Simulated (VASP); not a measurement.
Data:

```xyz
2
Lattice="0.0000 3.0600 3.0600 3.0600 0.0000 3.0600 3.0600 3.0600 0.0000" Properties=species:S:1:pos:R:3 pbc="T T T"
Pb     0.0000     0.0000     0.0000
Se     3.0600     3.0600     3.0600
```

All values below come from PBE GGA, VASP's PBE PAW potentials (set 64) (plane waves; VASP). Run with 400 eV cut-off, 6×6×6 Γ-centred mesh, Gaussian smearing of 0.050 eV, potentials Pb_d Se.

Unless said otherwise, spin-orbit coupling is left out, though it shifts the bands of the heavy elements here.

Problem. What does the run give for the energy per atom (σ→0), pressure, band gap (on the k-mesh) with the smallest direct gap where there is one?

Solution. 
```
Item                                          Value
-----------------------------------  --------------
band gap (on the k-mesh)                    0.29 eV
smallest direct gap (on the k-mesh)         0.29 eV
energy per atom (σ→0)                -4.090 eV/atom
pressure                                   2.38 GPa
```

Total energies compare only between runs with the same potentials, cut-off and functional.

The compound is PbSe in the rock salt structure. The cell was not relaxed at this level.
